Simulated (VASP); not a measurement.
Input:

```xyz
6
Lattice="2.3466 -3.6738 0.0000 2.3466 3.6738 0.0000 0.0000 0.0000 6.1493" Properties=species:S:1:pos:R:3 pbc="T T T"
Ag     2.3466     1.2356     5.4317
Ag     2.3466    -1.2356     0.7176
Ag     2.3466     2.4382     2.3571
Ag     2.3466    -2.4382     3.7922
S      2.3466     3.6738     0.0000
S      2.3466     0.0000     3.0746
```

Computed with PBEsol GGA with spin-orbit coupling, VASP's PBE PAW potentials (set 64) (plane waves; VASP 6.6.1). Numerical set-up: 400 eV cut-off, 5×5×4 Γ-centred mesh, Gaussian smearing of 0.050 eV, potentials Ag S.

Task: Predict the energy per atom (σ→0), band gap (over mesh and band path) with the smallest direct gap where there is one.

Result: 
```yaml
band gap (over mesh and band path): none (metal, semimetal or under 0.01 eV)
energy per atom (σ→0): -3.662 eV/atom
```

The absolute energy has meaning only against runs of the same code, potentials and settings.

The structure comes from a computed database's Ag2S entry (Cmce); how it stands against other phases isn't given here. It was relaxed first, which changed the volume by -10 %. The k-mesh is coarse (spacing up to 0.32 per Å, 2π included), so the numbers may not be converged in it.
